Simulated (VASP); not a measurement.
Consider the following.

```xyz
3
Lattice="3.1129 0.0000 0.0000 -1.5564 2.6958 0.0000 0.0000 0.0000 4.8698" Properties=species:S:1:pos:R:3 pbc="T T T"
Ta     1.5564     0.8986     3.6294
Ta     0.0000     1.7972     1.2404
N      0.0000     0.0000     0.0000
```

These are PBE GGA, VASP's PBE PAW potentials (set 64) (plane waves; VASP 6.6.1) values and carry that method's errors. Run with 400 eV cut-off, 10×10×6 Γ-centred mesh, Fermi-Dirac smearing of 0.14 eV, potentials Ta_pv N.

At this cut-off the stress carries a Pulay error, which pulls relaxed volumes low. Unless said otherwise, spin-orbit coupling is left out, though it shifts the bands of the heavy elements here.

Estimate the energy per atom (σ→0), pressure, band gap (on the k-mesh) with the smallest direct gap where there is one.

```
Item                                                        Result
------------------------  ----------------------------------------
band gap (on the k-mesh)  none (metal, semimetal or under 0.01 eV)
energy per atom (σ→0)                              -11.461 eV/atom
pressure                                                 -2.48 GPa
```

Only differences to runs with the same potentials and settings are physical.

The structure comes from a computed database's Ta2N entry; how it stands against other phases isn't given here. The cell was not relaxed at this level. The electron count is odd and the run is not spin-polarised, which forces a metal. VASP warned that the highest band is occupied, so more bands are needed.
